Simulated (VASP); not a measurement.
An input for Ansatz (written as the equivalent of a VASP run, and not itself run):

Ansatz 0.2 input:
```yaml
crystal:
  lattice:
    - [0.0000000, 2.4463450, 2.4463450]
    - [2.4463450, 0.0000000, 2.4463450]
    - [2.4463450, 2.4463450, 0.0000000]
  atoms:
    - { symbol: Mg, position: [1.0000000, 0.0000000, 1.0000000] }
    - { symbol: Se, position: [0.5000000, 0.5000000, 0.5000000] }
kpoints:
  mp_grid: { grid: [9, 9, 9] }
hamiltonian:
  xc: pbe
  pseudopotentials: { kind: paw }
scf:
  occupations: { method: gaussian, width: 0.05 }
  max_iter: 100
relax:
  max_steps: 40
  f_tol: 0.02
  cell: { p_target: 45 }
output: { forces: true, stress: true, eigenvalues: true }
```

Translate this input to VASP (INCAR, KPOINTS, POSCAR, choice of POTCAR).

One answer among several that fit: 
### INCAR
```
ALGO  =  Normal
EDIFF  =  1E-6
EDIFFG  =  -0.02
ENCUT  =  500
GGA  =  PE
IBRION  =  2
ISIF  =  3
ISMEAR  =  0
LASPH  =  .TRUE.
LCHARG  =  .FALSE.
LMAXMIX  =  4
LREAL  =  .FALSE.
LWAVE  =  .FALSE.
NELM  =  100
NSW  =  40
PREC  =  Accurate
PSTRESS  =  450
SIGMA  =  0.05
SYSTEM  =  MgSe
```

POSCAR:
```
MgSe
1
   -0.0000000000     2.4463450006     2.4463450006
    2.4463450006    -0.0000000000     2.4463450006
    2.4463450006     2.4463450006     0.0000000000
Mg Se
1 1
Direct
  1.0000000000   0.0000000000   1.0000000000
  0.5000000000   0.5000000000   0.5000000000
```

### KPOINTS
```
Regular mesh
0
gamma
9 9 9
```

POTCAR, in this order: Mg Se (PBE.64 set). Program: vasp_std.

What does not carry over: each code has its own PAW files, so the cut-off isn't converted (ENCUT is set for VASP's; basis.ecutwfc is left out, and Ansatz then takes the one that its files recommend); Ansatz stops its SCF on the density residual and VASP on the energy change (EDIFF).

The compound is MgSe in the rock salt structure. It was relaxed first under an external pressure of 45 GPa.
